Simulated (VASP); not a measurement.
Consider the following.

```
CELL_PARAMETERS angstrom
      0.00000     3.03535     3.03535
      3.03535     0.00000     3.03535
      3.03535     3.03535     0.00000
ATOMIC_POSITIONS crystal
  Cu 0.00000 0.00000 0.00000
  I  0.25000 0.25000 0.25000
```

Method: PBE GGA, VASP's PBE PAW potentials (set 64) (plane waves; VASP 6.6.1). Settings: 530 eV cut-off, 7×7×7 Γ-centred mesh, Gaussian smearing of 0.050 eV, potentials Cu I.

Q: Give the elastic stiffness tensor with the ions relaxed (GPa, in the frame of the cell).

A: 
|  | xx | yy | zz | yz | xz | xy |
|---|---|---|---|---|---|---|
| xx | 52.3 | 34.5 | 34.5 | 0.0 | 0.0 | 0.0 |
| yy | 34.5 | 52.3 | 34.5 | 0.0 | 0.0 | 0.0 |
| zz | 34.5 | 34.5 | 52.3 | 0.0 | 0.0 | 0.0 |
| yz | 0.0 | 0.0 | 0.0 | 21.7 | 0.0 | 0.0 |
| xz | 0.0 | 0.0 | 0.0 | 0.0 | 21.7 | 0.0 |
| xy | 0.0 | 0.0 | 0.0 | 0.0 | 0.0 | 21.7 |

Q: Predict the Hill bulk modulus, Hill shear modulus, Young's modulus, Poisson's ratio.

A: 
- Hill bulk modulus: 40.4 GPa
- Hill shear modulus: 15.2 GPa
- Young's modulus: 40.5 GPa
- Poisson's ratio: 0.333

The compound is CuI in the zinc blende structure. It was relaxed first.
